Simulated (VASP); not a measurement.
Write the native input for VASP 6.6.1 that does the following.

```
Task                   : single point
Functional             : PBE
Potentials or basis    : VASP PAW PBE potentials, release 64 (Nb_sv, B)
Cutoff                 : 520 eV
k mesh                 : 5 × 5 × 7
Occupations            : gaussian, width 0.15 eV
Spin                   : no spin polarisation
Further INCAR settings : PREC = Normal; LREAL = Auto; ALGO = Fast; EDIFF = 1e-05
```

The structure of Nb3B5 lies in POSCAR:

```
Nb3B5
1.0
    5.4058260000      0.0000000000      0.0000000000
   -2.7029130000      4.6815830000      0.0000000000
    0.0000000000      0.0000000000      3.2134200000
Nb B
3 5
Direct
    0.0000000000      0.6753220000      0.0000000000
    0.3246780000      0.3246780000      0.0000000000
    0.6753220000      0.0000000000      0.0000000000
    0.6666670000      0.3333330000      0.5000000000
    0.3333330000      0.6666670000      0.5000000000
    0.0000000000      0.3447180000      0.5000000000
    0.3447180000      0.0000000000      0.5000000000
    0.6552820000      0.6552820000      0.5000000000
```

The cell was built by a generator and needn't be a form met in nature.

The input as run:

INCAR

```
SYSTEM = Nb3B5
  PREC = Normal
  ENCUT = 520
  EDIFF = 1E-5
  ISMEAR = 0
  SIGMA = 0.15
  LREAL = Auto
  LASPH = .True.
  NELM = 80
  ALGO = Fast
  ISIF = 2
  LWAVE = .False.
  LCHARG = .False.
  GGA = PE
```

KPOINTS

```
Automatic mesh
0
Gamma
  5 5 7
  0 0 0
```

Potentials or basis: VASP PAW PBE potentials, release 64 (Nb_sv, B).

Run with:

```console
$ cat potpaw_PBE.64/Nb_sv/POTCAR potpaw_PBE.64/B/POTCAR > POTCAR
$ mpirun -np 1 vasp_std > vasp.out
```

It gave:

| Property | Result |
| --- | --- |
| Pressure | 0.0 GPa |
| Largest force | 0.078 eV/Å |
| Band gap on the k mesh | none (metal or under the smearing width) |

Run time: 80 s on 1 thread of AMD EPYC 7R13 Processor (Zen 3), with other jobs on the host, peak memory 0.13 GiB.
